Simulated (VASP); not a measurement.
Input:

```
Mo3Ta
1.0
   -3.16482     3.14409     3.16482
    3.14409    -3.16482     3.16482
    1.59278     1.59278    -1.59278
Ta Mo
1 3
Direct
  0.00000   0.00000   0.00000
  0.00000   0.50000   0.00000
  0.50000   0.00000   0.00000
  0.50000   0.50000   0.00000
```

Level of theory: PBEsol GGA, VASP's PBE PAW potentials (set 64) (plane waves; VASP). Numerical set-up: 400 eV cut-off, 8×8×15 Γ-centred mesh, tetrahedra with Blöchl corrections, potentials Ta_pv Mo_sv.

The cores are frozen, which limits the accuracy of field gradients.

Q: Give the principal components of the electric field gradient (V/Å²) and the asymmetry η at each nucleus.

A: 
```tsv
atom	Vxx	Vyy	Vzz	η
Ta1	-15.2	-15.2	30.5	0.00
Mo2	15.7	4.5	-20.2	0.55
Mo3	15.7	4.5	-20.2	0.55
Mo4	15.7	4.5	-20.2	0.55
```

The structure was generated: Mo3Ta was put into an ordered model structure (R-3m), which need not be its known phase. It was relaxed first.
